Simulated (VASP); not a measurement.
Given:

```
LaB
1.0
    4.31412     0.00000     0.00000
   -2.15706     3.73614     0.00000
    0.00000     0.00000     6.78395
La B
2 2
Direct
  0.33333   0.66667   0.99466
  0.66667   0.33333   0.49466
  0.33333   0.66667   0.38034
  0.66667   0.33333   0.88034
```

Method: PBE GGA, VASP's PBE PAW potentials (set 64) (plane waves; VASP). Numerical set-up: 520 eV cut-off, Gaussian smearing of 0.050 eV, potentials La B.

### Question
Give the energies of bands 9 to 17 at the high-symmetry points, in eV from the Fermi level.

### Answer

```json
[
 {"band": "9", "Γ": "-5.88", "M": "-4.82", "K": "-4.50", "A": "-5.28", "L": "-4.60", "H": "-4.44"},
 {"band": "10", "Γ": "-5.02", "M": "-4.52", "K": "-4.50", "A": "-5.28", "L": "-4.60", "H": "-4.44"},
 {"band": "11", "Γ": "-0.86", "M": "-1.21", "K": "-1.05", "A": "-0.97", "L": "-1.45", "H": "-0.95"},
 {"band": "12", "Γ": "-0.86", "M": "-0.92", "K": "-0.09", "A": "-0.97", "L": "-1.45", "H": "-0.95"},
 {"band": "13", "Γ": "-0.53", "M": "-0.27", "K": "-0.09", "A": "-0.65", "L": "0.27", "H": "-0.35"},
 {"band": "14", "Γ": "-0.31", "M": "0.46", "K": "0.24", "A": "-0.65", "L": "0.27", "H": "-0.35"},
 {"band": "15", "Γ": "-0.31", "M": "0.47", "K": "0.24", "A": "-0.65", "L": "0.35", "H": "0.45"},
 {"band": "16", "Γ": "-0.04", "M": "1.08", "K": "0.33", "A": "-0.65", "L": "0.35", "H": "0.45"},
 {"band": "17", "Γ": "1.97", "M": "1.88", "K": "2.23", "A": "2.40", "L": "2.41", "H": "2.07"}
]
```

It has no gap at this level: it comes out as a metal or semimetal.

The structure was generated: LaB was put into the wurtzite type (P6_3mc), which need not be its known phase. It was relaxed first, which changed the volume by -28 %.
